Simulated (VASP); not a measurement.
Output of a VASP run:

### OSZICAR
```
...
DAV:   1    -0.253690097740E+03   -0.16600E-02   -0.18161E-01   656   0.759E-01    0.140E-01
RMM:   2    -0.253690977091E+03   -0.87935E-03   -0.10521E-02   640   0.180E-01    0.498E-02
RMM:   3    -0.253691134770E+03   -0.15768E-03   -0.16206E-03   679   0.743E-02    0.383E-02
RMM:   4    -0.253691137508E+03   -0.27374E-05   -0.21956E-04   648   0.283E-02    0.212E-02
RMM:   5    -0.253691138435E+03   -0.92694E-06   -0.51123E-05   493   0.139E-02
  13 F= -.25369114E+03 E0= -.25368894E+03  d E =-.270072E-02  mag=     2.0000
       N       E                     dE             d eps       ncg     rms          rms(c)
DAV:   1    -0.253691111149E+03    0.26358E-04   -0.10970E-01   672   0.590E-01    0.109E-01
RMM:   2    -0.253691647736E+03   -0.53659E-03   -0.64327E-03   640   0.141E-01    0.389E-02
RMM:   3    -0.253691747287E+03   -0.99551E-04   -0.10056E-03   677   0.584E-02    0.297E-02
RMM:   4    -0.253691750611E+03   -0.33238E-05   -0.13821E-04   623   0.223E-02    0.165E-02
RMM:   5    -0.253691751085E+03   -0.47414E-06   -0.32153E-05   449   0.110E-02
  14 F= -.25369175E+03 E0= -.25368958E+03  d E =-.331337E-02  mag=     2.0000
       N       E                     dE             d eps       ncg     rms          rms(c)
DAV:   1    -0.253691860435E+03   -0.10982E-03   -0.28518E-01   656   0.900E-01    0.162E-01
RMM:   2    -0.253693151554E+03   -0.12911E-02   -0.15390E-02   640   0.204E-01    0.524E-02
RMM:   3    -0.253693390796E+03   -0.23924E-03   -0.23475E-03   682   0.849E-02    0.469E-02
RMM:   4    -0.253693394971E+03   -0.41749E-05   -0.31865E-04   647   0.323E-02    0.271E-02
RMM:   5    -0.253693394925E+03    0.46015E-07   -0.69986E-05   532   0.157E-02
  15 F= -.25369339E+03 E0= -.25369127E+03  d E =-.164384E-02  mag=     2.0000
       N       E                     dE             d eps       ncg     rms          rms(c)
DAV:   1    -0.253692895117E+03    0.49985E-03   -0.10198E-01   656   0.539E-01    0.967E-02
RMM:   2    -0.253693362535E+03   -0.46742E-03   -0.55911E-03   640   0.123E-01    0.325E-02
RMM:   3    -0.253693452578E+03   -0.90043E-04   -0.87219E-04   683   0.517E-02    0.288E-02
RMM:   4    -0.253693455048E+03   -0.24706E-05   -0.11927E-04   565   0.197E-02    0.167E-02
RMM:   5    -0.253693454845E+03    0.20280E-06   -0.26277E-05   433   0.960E-03
  16 F= -.25369345E+03 E0= -.25369135E+03  d E =-.170376E-02  mag=     2.0000
       N       E                     dE             d eps       ncg     rms          rms(c)
DAV:   1    -0.253692598197E+03    0.85685E-03   -0.32328E-01   640   0.969E-01    0.178E-01
RMM:   2    -0.253694145049E+03   -0.15469E-02   -0.18572E-02   640   0.225E-01    0.559E-02
RMM:   3    -0.253694460076E+03   -0.31503E-03   -0.29973E-03   691   0.934E-02    0.506E-02
RMM:   4    -0.253694460033E+03    0.42821E-07   -0.36374E-04   644   0.350E-02    0.301E-02
RMM:   5    -0.253694460124E+03   -0.90828E-07   -0.94623E-05   598   0.180E-02
  17 F= -.25369446E+03 E0= -.25369235E+03  d E =-.100528E-02  mag=     2.0000
       N       E                     dE             d eps       ncg     rms          rms(c)
DAV:   1    -0.253694473280E+03   -0.13247E-04   -0.90627E-03   712   0.162E-01    0.290E-02
RMM:   2    -0.253694514084E+03   -0.40804E-04   -0.47198E-04   640   0.360E-02    0.845E-03
RMM:   3    -0.253694520328E+03   -0.62440E-05   -0.64214E-05   483   0.141E-02    0.715E-03
RMM:   4    -0.253694520571E+03   -0.24294E-06   -0.85551E-06   363   0.519E-03
  18 F= -.25369452E+03 E0= -.25369241E+03  d E =-.106573E-02  mag=     2.0000
```

**OUTCAR**
```
------------------------ aborting loop because EDIFF is reached ----------------------------------------
  FORCE on cell =-STRESS in cart. coord.  units (eV):
  Direction    XX          YY          ZZ          XY          YZ          ZX
  --------------------------------------------------------------------------------------
  Total       -1.8802245     -1.9001457     -1.9564675      2.0680270      2.1105434      2.0278457
  in kB       -1.9693046     -1.9901696     -2.0491598      2.1660047      2.2105353      2.1239196
  external PRESSURE =      -2.0028780 kB  Pullay stress =       0.0000000 kB
  volume of cell :     1529.70
      direct lattice vectors                 reciprocal lattice vectors
    11.522210422  0.000000000  0.000000000     0.086788903  0.000000000  0.000000000
     0.000000000 11.522210422  0.000000000     0.000000000  0.086788903  0.000000000
     0.000000000  0.000000000 11.522210422     0.000000000  0.000000000  0.086788903
  FREE ENERGIE OF THE ION-ELECTRON SYSTEM (eV)
  ---------------------------------------------------
  free  energy   TOTEN  =      -253.6945205705 eV

  energy  without entropy=     -253.6903085258  energy(sigma->0) =     -253.69241455

 total charge

# of ion       s       p       d       tot
------------------------------------------
    1        1.068   1.128   0.121   2.318
    2        1.069   1.113   0.120   2.302
    3        1.069   1.116   0.120   2.305
    4        1.064   1.135   0.124   2.323
    5        1.068   1.128   0.121   2.317
    6        1.069   1.113   0.120   2.302
    7        1.063   1.128   0.122   2.313
    8        1.068   1.127   0.121   2.316
    9        1.061   1.099   0.128   2.287
   10        1.069   1.113   0.120   2.301
   11        1.060   1.098   0.128   2.286
   12        1.063   1.128   0.122   2.313
   13        1.063   1.128   0.122   2.313
   14        1.064   1.136   0.124   2.324
   15        1.061   1.139   0.125   2.325
   16        1.069   1.114   0.120   2.303
   17        1.061   1.138   0.125   2.324
   18        1.063   1.129   0.122   2.314
   19        1.069   1.112   0.119   2.301
   20        1.060   1.097   0.128   2.285
   21        1.064   1.133   0.124   2.321
   22        1.064   1.135   0.124   2.323
   23        1.061   1.137   0.124   2.322
   24        1.064   1.132   0.124   2.320
   25        1.072   1.129   0.122   2.323
   26        1.064   1.133   0.124   2.321
   27        1.062   1.127   0.122   2.312
   28        1.072   1.128   0.122   2.322
   29        1.063   1.128   0.122   2.313
   30        1.072   1.128   0.122   2.322
   31        1.062   1.131   0.123   2.316
   32        1.250   1.483   0.022   2.755
   33        1.201   1.583   0.023   2.807
   34        1.201   1.583   0.023   2.807
   35        1.200   1.586   0.024   2.809
   36        1.250   1.482   0.022   2.755
   37        1.201   1.583   0.023   2.807
   38        1.207   1.573   0.024   2.803
   39        1.251   1.481   0.022   2.754
   40        1.204   1.584   0.024   2.812
   41        1.201   1.582   0.023   2.806
   42        1.204   1.584   0.024   2.812
   43        1.207   1.572   0.024   2.802
   44        1.207   1.573   0.024   2.803
   45        1.199   1.586   0.024   2.810
   46        1.200   1.585   0.024   2.809
   47        1.201   1.582   0.023   2.806
   48        1.200   1.585   0.024   2.809
...
```
(Selected blocks of OUTCAR.)

File POSCAR:
```
Ga31As31Se
1
   11.5222104216     0.0000000000     0.0000000000
    0.0000000000    11.5222104216    -0.0000000000
   -0.0000000000    -0.0000000000    11.5222104216
Ga As Se
31 31 1
Direct
  0.5000000000   0.0000000000   0.0000000000
  0.7500000000   0.2500000000   0.0000000000
  0.7500000000   0.0000000000   0.2500000000
  0.0000000000   0.0000000000   0.0000000000
  0.2500000000   0.2500000000   0.0000000000
  0.5000000000   0.5000000000   0.0000000000
  0.7500000000   0.7500000000   0.0000000000
  0.2500000000   0.0000000000   0.2500000000
  0.7500000000   0.5000000000   0.2500000000
  0.5000000000   0.0000000000   0.5000000000
  0.7500000000   0.2500000000   0.5000000000
  0.7500000000   0.0000000000   0.7500000000
  0.0000000000   0.5000000000   0.0000000000
  0.2500000000   0.7500000000   0.0000000000
  0.0000000000   0.2500000000   0.2500000000
  0.2500000000   0.5000000000   0.2500000000
  0.5000000000   0.7500000000   0.2500000000
  0.0000000000   0.0000000000   0.5000000000
  0.2500000000   0.2500000000   0.5000000000
  0.5000000000   0.5000000000   0.5000000000
  0.7500000000   0.7500000000   0.5000000000
  0.2500000000   0.0000000000   0.7500000000
  0.5000000000   0.2500000000   0.7500000000
  0.7500000000   0.5000000000   0.7500000000
  0.0000000000   0.7500000000   0.2500000000
  0.0000000000   0.5000000000   0.5000000000
  0.2500000000   0.7500000000   0.5000000000
  0.0000000000   0.2500000000   0.7500000000
  0.2500000000   0.5000000000   0.7500000000
  0.5000000000   0.7500000000   0.7500000000
  0.0000000000   0.7500000000   0.7500000000
  0.6261760000   0.1206980000   0.1288600000
  0.8750000000   0.3750000000   0.1250000000
  0.8750000000   0.1250000000   0.3750000000
  0.1250000000   0.1250000000   0.1250000000
  0.3719640000   0.3745060000   0.1224520000
  0.6250000000   0.6250000000   0.1250000000
  0.8750000000   0.8750000000   0.1250000000
  0.3767620000   0.1263070000   0.3725530000
  0.8750000000   0.6250000000   0.3750000000
  0.6250000000   0.1250000000   0.6250000000
  0.8750000000   0.3750000000   0.6250000000
  0.8750000000   0.1250000000   0.8750000000
  0.1250000000   0.6250000000   0.1250000000
  0.3750000000   0.8750000000   0.1250000000
  0.1250000000   0.3750000000   0.3750000000
  0.3750000000   0.6250000000   0.3750000000
  0.6250000000   0.8750000000   0.3750000000
  0.1250000000   0.1250000000   0.6250000000
  0.3750000000   0.3750000000   0.6250000000
  0.6250000000   0.6250000000   0.6250000000
  0.8750000000   0.8750000000   0.6250000000
  0.3750000000   0.1250000000   0.8750000000
  0.6250000000   0.3750000000   0.8750000000
  0.8750000000   0.6250000000   0.8750000000
  0.1250000000   0.8750000000   0.3750000000
  0.1250000000   0.6250000000   0.6250000000
  0.3750000000   0.8750000000   0.6250000000
  0.1250000000   0.3750000000   0.8750000000
  0.3750000000   0.6250000000   0.8750000000
  0.6250000000   0.8750000000   0.8750000000
  0.1250000000   0.8750000000   0.8750000000
  0.6276710000   0.3751070000   0.3712710000
```

**Question.** Write an INCAR and KPOINTS that could have produced this output.

**Answer.** This is not unique; one that fits is the input of the run itself, PBE GGA, plane waves, VASP's PBE PAW potentials (set 64).

**INCAR**
```
NSW=70   # most ionic steps
LCHARG=.FALSE.
GGA=PE   # PBE
LWAVE=.TRUE.
ISYM=0
LMAXMIX=4   # l cut-off of mixed one-centre charges
MAGMOM=63*0.0317
ISIF=2
NELMIN=4
NELM=100   # most electronic steps
ALGO=Fast
LORBIT=10
IBRION=2   # conjugate gradients
EDIFFG=-0.03
ISPIN=2
NUPDOWN=2
SIGMA=0.05
ISMEAR=0   # Gaussian
SYSTEM=Ga31As31Se
EDIFF=1E-5   # SCF stop (eV)
LASPH=.TRUE.
PREC=Normal
ENCUT=400
LREAL=Auto   # projection in real space or not
```

KPOINTS:
```
Automatic mesh
0
Gamma
1 1 1
0 0 0
```

POTCAR, in this order: Ga As Se (PBE.64 set). Program: vasp_gam.

The supercell is sampled at Γ alone, which is coarse: total energies, pressure and levels can be off, energies of defects by several tenths of an eV.

The cell is a supercell with a defect, built from GaAs (zinc blende): Se_As-vac_Ga.
